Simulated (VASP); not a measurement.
# CaZr2N2 (Immm) in VASP: density of states with PBE

Aim: the density of states of CaZr2N2 with PBE.

All numbers are computed with VASP 6.6.1; they aren't measurements. Logs are shortened: lines on timing, memory, paths and dates and some standing lists are left out, and cuts for length are marked.

## 1. The crystal as given

Symmetry: Immm, No. 71, orthorhombic system. The conventional cell has a = 3.465 Å, b = 4.539 Å, c = 10.491 Å, α = 90.00°, β = 90.00°, γ = 90.00°. Around Ca (site symmetry mmm) lie 4 N at 2.57 Å. Zr (site symmetry mm2) has 4 N at 2.20 to 2.27 Å as nearest neighbours. N (site symmetry mm2) has 4 Zr at 2.20 to 2.27 Å as nearest neighbours.

The cell was built by a generator and needn't be a form met in nature.

## 2. Density of states, PBE

Contents of POSCAR:

```
CaZr2N2                                 
1.0
   -1.7325317398      2.2694427293      5.2455879310
    1.7325317398     -2.2694427293      5.2455879310
    1.7325317398      2.2694427293     -5.2455879310
  Ca              Zr              N             
     1     2     2
Direct
     0.0000000000000000    0.0000000000000000    0.0000000000000000
     0.6890674024650487    0.6890674024650487    0.0000000000000000
     0.3109325975349513    0.3109325975349513    1.0000000000000000
     0.8185297840396496    0.3185297840396496    0.5000000000000000
     0.1814702159603504    0.6814702159603504    0.5000000000000000
```

Contents of INCAR.step1:

```
SYSTEM = CaZr2N2
PREC = Accurate
ENCUT = 520
EDIFF = 1E-6
ISMEAR = 0
SIGMA = 0.1
LREAL = .FALSE.
LASPH = .TRUE.
NELM = 80
ALGO = Normal
ISIF = 2
LWAVE = .FALSE.
LCHARG = .TRUE.
LMAXMIX = 4
GGA = PE
KPAR = 8
```

Contents of KPOINTS.step1:

```
regular mesh
0
G
  10 10 10
  0 0 0
```

Contents of INCAR.step2:

```
SYSTEM = CaZr2N2
PREC = Accurate
ENCUT = 520
EDIFF = 1E-6
ISMEAR = -5
SIGMA = 0.1
LREAL = .FALSE.
LASPH = .TRUE.
NELM = 80
ALGO = Normal
ISIF = 2
LWAVE = .FALSE.
LCHARG = .FALSE.
LMAXMIX = 4
GGA = PE
LORBIT = 11
KPAR = 8
NEDOS = 2001
ICHARG = 11
```

Contents of KPOINTS.step2:

```
regular mesh
0
G
  15 15 15
  0 0 0
```

Potentials or basis: VASP PAW PBE potentials, release 64 (Ca_sv, Zr_sv, N).

Command:

```
$ cat potpaw_PBE.64/Ca_sv/POTCAR potpaw_PBE.64/Zr_sv/POTCAR potpaw_PBE.64/N/POTCAR > POTCAR
$ cp INCAR.step1 INCAR
$ cp KPOINTS.step1 KPOINTS
$ mpirun -np 8 vasp_std > vasp.out
$ cp INCAR.step2 INCAR
$ cp KPOINTS.step2 KPOINTS
$ mpirun -np 8 vasp_std > vasp.out
```

OUTCAR:

```text
SYSTEM = CaZr2N2
   PREC = Accurate
   ENCUT = 520
   EDIFF = 1E-6
   ISMEAR = -5
   LREAL = .FALSE.
   LASPH = .TRUE.
   NELM = 80
   ISIF = 2
   GGA = PE
   LORBIT = 11
   ICHARG = 11

 ion  position               nearest neighbor table
   1  0.000  0.000  0.000-   2 3.26   3 3.26   2 3.48   2 3.48   2 3.48   3 3.48   3 3.48   3 3.48
                             2 3.48   3 3.48
   2  0.689  0.689  0.000-   4 2.20   4 2.20   5 2.27   5 2.27   3 3.13   3 3.13   3 3.13   3 3.13
                             1 3.26   1 3.48   1 3.48   1 3.48   1 3.48
   3  0.311  0.311  0.000-   5 2.20   5 2.20   4 2.27   4 2.27   2 3.13   2 3.13   2 3.13   2 3.13
                             1 3.26   1 3.48   1 3.48   1 3.48   1 3.48
   4  0.819  0.319  0.500-   2 2.20   2 2.20   3 2.27   3 2.27
   5  0.181  0.681  0.500-   3 2.20   3 2.20   2 2.27   2 2.27

  LATTYP: Found a body centered orthorhombic cell.
 ALAT       =     3.4650634796
 B/A-ratio  =     1.3098996556
 C/A-ratio  =     3.0277009133

  Lattice vectors:

 A1 = (  -1.7325317398,   2.2694427293,   5.2455879310)
 A2 = (   1.7325317398,  -2.2694427293,   5.2455879310)
 A3 = (   1.7325317398,   2.2694427293,  -5.2455879310)

Analysis of symmetry for initial positions (statically):
=====================================================================
 Subroutine PRICEL returns:
 Original cell was already a primitive cell.

 Routine SETGRP: Setting up the symmetry group for a
 body centered orthorhombic supercell.

 Subroutine GETGRP returns: Found  8 space group operations
 (whereof  8 operations were pure point group operations)
 out of a pool of  8 trial point group operations.

The static configuration has the point symmetry D_2h.

Analysis of symmetry for dynamics (positions and initial velocities):
=====================================================================
 Subroutine PRICEL returns:
 Original cell was already a primitive cell.

 Routine SETGRP: Setting up the symmetry group for a
 body centered orthorhombic supercell.

 Subroutine GETGRP returns: Found  8 space group operations
 (whereof  8 operations were pure point group operations)
 out of a pool of  8 trial point group operations.

The dynamic configuration has the point symmetry D_2h.

 Subroutine INISYM returns: Found  8 space group operations
 (whereof  8 operations are pure point group operations),
 and found     1 'primitive' translations

----------------------------------------------------------------------------------------

                                     Primitive cell

  volume of cell :      82.5001

  direct lattice vectors                    reciprocal lattice vectors
    -1.732531740  2.269442729  5.245587931     0.000000000  0.220318404  0.095318200
     1.732531740 -2.269442729  5.245587931     0.288595001  0.000000000  0.095318200
     1.732531740  2.269442729 -5.245587931     0.288595001  0.220318404  0.000000000

  length of vectors
     5.972288445  5.972288445  5.972288445     0.240053657  0.303928666  0.363080258

  position of ions in fractional coordinates (direct lattice)
     0.000000000  0.000000000  0.000000000
     0.689067402  0.689067402  0.000000000
     0.310932598  0.310932598  0.000000000
     0.818529784  0.318529784  0.500000000
     0.181470216  0.681470216  0.500000000

  ion indices of the primitive-cell ions
   primitive index   ion index
                 1           1
                 2           2
                 3           3
                 4           4
                 5           5

----------------------------------------------------------------------------------------

 KPOINTS: regular mesh

Automatic generation of k-mesh.
 Grid dimensions read from file:
 generate k-points for:   15   15   15

 Generating k-lattice:

  Cartesian coordinates                     Fractional coordinates (reciprocal lattice)
     0.000000000  0.014687894  0.006354547     0.066666667  0.000000000  0.000000000
     0.019239667  0.000000000  0.006354547     0.000000000  0.066666667  0.000000000
     0.019239667  0.014687894  0.000000000     0.000000000  0.000000000  0.066666667

  Length of vectors
     0.016003577  0.020261911  0.024205351

  Shift w.r.t. Gamma in fractional coordinates (k-lattice)
     0.000000000  0.000000000  0.000000000

 TETIRR: Found   8492 inequivalent tetrahedra from    20250

 Subroutine IBZKPT returns following result:
 ===========================================

 Found    512 irreducible k-points:

 Following reciprocal coordinates:
            Coordinates               Weight
  0.000000  0.000000  0.000000      1.000000
  0.066667  0.000000 -0.000000      4.000000
  0.133333  0.000000 -0.000000      4.000000
  0.200000  0.000000 -0.000000      4.000000
  0.266667  0.000000 -0.000000      4.000000
  0.333333  0.000000 -0.000000      4.000000
[... 16 lines left out ...]
 -0.066667  0.066667  0.000000      4.000000
  0.000000  0.133333 -0.000000      4.000000
 [... further k-points ...]
   k-points           NKPTS =    512   k-points in BZ     NKDIM =    512   number of bands    NBANDS=     26
   number of dos      NEDOS =   2001   number of ions     NIONS =      5
   total plane-waves  NPLWV = 110592
   dimension x,y,z NGX =    48 NGY =   48 NGZ =   48
   dimension x,y,z NGXF=    96 NGYF=   96 NGZF=   96
   ions per type =               1   2   2
   NGX,Y,Z   is equivalent  to a cutoff of  13.36, 13.36, 13.36 a.u.
   NGXF,Y,Z  is equivalent  to a cutoff of  26.72, 26.72, 26.72 a.u.
 SYSTEM =  CaZr2N2
   PREC   = accura    normal or accurate (medium, high low for compatibility)
   ISTART =      0    job   : 0-new  1-cont  2-samecut
   ICHARG =     11    charge: 1-file 2-atom 10-const
   ISPIN  =      1    spin polarized calculation?
   LNONCOLLINEAR =      F non collinear calculations
   LSORBIT =      F    spin-orbit coupling
   LASPH  =      T    aspherical Exc in radial PAW
   ENCUT  =  520.0 eV  38.22 Ry    6.18 a.u.  11.10 11.10 11.10*2*pi/ulx,y,z
   NELM   =     80;   NELMIN=  2; NELMDL=  0     # of ELM steps
   EDIFF  = 0.1E-05   stopping-criterion for ELM
   LREAL  =      F    real-space projection
   EDIFFG = 0.1E-04   stopping-criterion for IOM
   NSW    =      0    number of steps for IOM
   IBRION =     -1    ionic relax: 0-MD 1-quasi-New 2-CG
   NFREE  =      0    steps in history (QN), initial steepest desc. (CG)
   ISIF   =      2    stress and relaxation
   ISYM   =      2    0-nonsym 1-usesym 2-fastsym
   POTIM  = 0.5000    time-step for ionic-motion
   TEBEG  =    0.0;   TEEND  =   0.0 temperature during run
   PSTRESS=    0.0 pullay stress
   NELECT =      44.0000    total number of electrons
   NUPDOWN=      -1.0000    fix difference up-down
   EMIN   =  10.00;   EMAX   =-10.00  energy-range for DOS
   EFERMI =   0.00;   METHOD = LEGACY
   ISMEAR =    -5;   SIGMA  =   0.10  broadening in eV -4-tet -1-fermi 0-gaus
   EFERMI_NEDOS =   21; number of points for ismear=-14 and -15
   IALGO  =     38    algorithm
   IMIX   =      4    mixing-type and parameters
     AMIX     =   0.40;   BMIX     =  1.00
     AMIX_MAG =   1.60;   BMIX_MAG =  1.00
  volume/ion in A,a.u.               =      16.50       111.35
  Fermi-wavevector in a.u.,A,eV,Ry     =   1.327621  2.508840 23.981332  1.762578
  Thomas-Fermi vector in A             =   2.456920
   LORBIT       =     11    0 simple, 1 ext, 2 COOP (PROOUT), +10 PAW based schemes
   GGA     = PE    functional components
   LHFCALC =     F    Hartree Fock is set to
   AEXX    =    0.0000 exact exchange contribution
   IVDW    =     0    specifies the selected vdW correction
   LEPSILON=     F    determine dielectric tensor
   LRPA    =     F    only Hartree local field effects (RPA)
 non-spin polarized calculation
 Fermi weights with tetrahedron method with Bloechl corrections
  energy-cutoff  :      520.00
  volume of cell :       82.50
 maximum number of plane-waves:      2254
 NGX is ok and might be reduce to    48

 number of electron      44.0000000 magnetization

 Free energy of the ion-electron system (eV)
  ---------------------------------------------------
  ext. energy  EPLUGINS =         0.00000000
  ---------------------------------------------------
  free energy    TOTEN  =       -41.77547928 eV

  energy without entropy =      -41.77547928  energy(sigma->0) =      -41.77547928

 E-fermi :   7.6140     XC(G=0): -10.8684

 val. band max:        7.6532272375   @ k =   0.0000   0.3333  -0.0000
 cond. band min:       7.5638324603   @ k =  -0.2000  -0.4667   0.2000
 fundamental gap:     -0.0893947773
 Fermi energy:         7.6139912703

 k-point     1 :       0.0000    0.0000    0.0000
  band No.  band energies     occupation
      1     -41.5835      2.00000
      2     -41.4418      2.00000
      3     -32.7749      2.00000
      4     -19.9686      2.00000
      5     -19.7540      2.00000
      6     -19.6637      2.00000
[... 18 lines left out ...]
     25       9.1008      0.00000
     26       9.7200      0.00000

 k-point     2 :       0.0667    0.0000   -0.0000
  band No.  band energies     occupation
      1     -41.5820      2.00000
      2     -41.4433      2.00000
      3     -32.7749      2.00000
      4     -19.9754      2.00000
      5     -19.7614      2.00000
      6     -19.6602      2.00000
[... 18 lines left out ...]
     25       9.0427      0.00000
[... 608 lines left out ...]
     25       9.2477      0.00000
     26       9.6950      0.00000

 k-point    24 :       0.0000    0.1333   -0.0000
  band No.  band energies     occupation
      1     -41.5739      2.00000
      2     -41.4444      2.00000
      3     -32.7709      2.00000
      4     -19.9367      2.00000
      5     -19.7655      2.00000
      6     -19.7305      2.00000
[... 18 lines left out ...]
     25       9.7121      0.00000
     26       9.7277      0.00000

 [... further k-points ...]

------------------------ aborting loop because EDIFF is reached ----------------------------------------

  FORCE on cell =-STRESS in cart. coord.  units (eV):
  Direction    XX          YY          ZZ          XY          YZ          ZX
  --------------------------------------------------------------------------------------
  -------------------------------------------------------------------------------------
  Total        0.0597148     -0.1368087      0.1928238      0.0000000      0.0000000      0.0000000
  in kB        1.1596802     -2.6568668      3.7446973      0.0000000      0.0000000      0.0000000
  external PRESSURE =       0.7491702 kB  Pullay stress =       0.0000000 kB

 VOLUME and BASIS-vectors are now :
 -----------------------------------------------------------------------------
  energy-cutoff  :      520.00
  volume of cell :       82.50
      direct lattice vectors                 reciprocal lattice vectors
    -1.732531740  2.269442729  5.245587931     0.000000000  0.220318404  0.095318200
     1.732531740 -2.269442729  5.245587931     0.288595001  0.000000000  0.095318200
     1.732531740  2.269442729 -5.245587931     0.288595001  0.220318404  0.000000000

 POSITION                                       TOTAL-FORCE (eV/Angst)
 -----------------------------------------------------------------------------------
      0.00000      0.00000      0.00000         0.000000      0.000000     -0.000000
      0.00000      0.00000      7.22913        -0.000000      0.000000      0.054013
      0.00000      0.00000      3.26205         0.000000     -0.000000     -0.054013
      0.00000      2.26944      3.34175         0.000000     -0.000000     -0.019348
      1.73253     -0.00000      1.90384        -0.000000     -0.000000      0.019348
 -----------------------------------------------------------------------------------
    total drift:                               -0.000000     -0.000000      0.000000

  FREE ENERGIE OF THE ION-ELECTRON SYSTEM (eV)
  ---------------------------------------------------
  free  energy   TOTEN  =       -41.7754792807 eV

  energy  without entropy=      -41.7754792807  energy(sigma->0) =      -41.77547928

 total charge

# of ion       s       p       d       tot
------------------------------------------
    1        2.046   5.864   0.309   8.219
    2        2.176   6.015   1.655   9.846
    3        2.176   6.015   1.655   9.846
    4        1.253   2.430   0.000   3.683
    5        1.253   2.430   0.000   3.683
--------------------------------------------------
tot          8.904  22.754   3.619  35.277
```

It took 3.3 min on 8 MPI ranks of AMD EPYC 9R45 (Zen 5), shared host; peak memory 1.2 GiB.

Results:

```yaml
Valence_electrons_inside_the_program's_atomic_spheres: Ca 8.22; Zr 9.85; N 3.68
```

States per cell in windows of 1 eV (zero at the Fermi level; states under -8 eV left out):
| from (eV) | total | Zr2_d | Zr3_d | N4_p | N5_p | Ca1_d | Zr2_p |
| --- | --- | --- | --- | --- | --- | --- | --- |
| -8.0 | 0.00 | 0.00 | 0.00 | 0.00 | 0.00 | 0.00 | 0.00 |
| -7.0 | 0.00 | 0.00 | 0.00 | 0.00 | 0.00 | 0.00 | 0.00 |
| -6.0 | 2.53 | 0.18 | 0.18 | 0.41 | 0.41 | 0.02 | 0.02 |
| -5.0 | 6.19 | 0.53 | 0.53 | 1.20 | 1.20 | 0.06 | 0.06 |
| -4.0 | 3.41 | 0.22 | 0.22 | 0.74 | 0.74 | 0.04 | 0.06 |
| -3.0 | 0.04 | 0.00 | 0.00 | 0.01 | 0.01 | 0.00 | 0.00 |
| -2.0 | 1.43 | 0.22 | 0.22 | 0.02 | 0.02 | 0.05 | 0.01 |
| -1.0 | 2.54 | 0.44 | 0.44 | 0.06 | 0.06 | 0.13 | 0.02 |
| 0.0 | 2.74 | 0.58 | 0.58 | 0.10 | 0.10 | 0.18 | 0.02 |
| 1.0 | 2.44 | 0.56 | 0.56 | 0.10 | 0.10 | 0.16 | 0.01 |
| 2.0 | 2.79 | 0.66 | 0.66 | 0.12 | 0.12 | 0.26 | 0.01 |
| 3.0 | 0.06 | 0.02 | 0.02 | 0.00 | 0.00 | 0.00 | 0.00 |
| 4.0 | 0.00 | 0.00 | 0.00 | 0.00 | 0.00 | 0.00 | 0.00 |

Caveat: tetrahedron occupations give inexact forces and stress in metals.
